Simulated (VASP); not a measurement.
Consider the following.

```yaml
crystal:
  lattice:
    - [3.64262, -1.90939, -0.02941]
    - [3.64262, 1.90939, -0.02941]
    - [2.66727, 0.00000, 3.13066]
  atoms:
    - { symbol: As, position: [0.22888, 0.22888, 0.22888] }
    - { symbol: As, position: [0.77112, 0.77112, 0.77112] }
```

All values below come from optB86b-vdW, VASP's PBE PAW potentials (set 64) (plane waves; VASP). Settings: 520 eV cut-off, Gaussian smearing of 0.050 eV, potentials As.

Estimate the band gap (along the path) with the smallest direct gap where there is one.

| Item | Value |
|---|---|
| band gap (along the path) | none (metal, semimetal or under 0.01 eV) |

Only differences to runs with the same potentials and settings are physical.

The compound is As in the a7 structure. It was relaxed first.
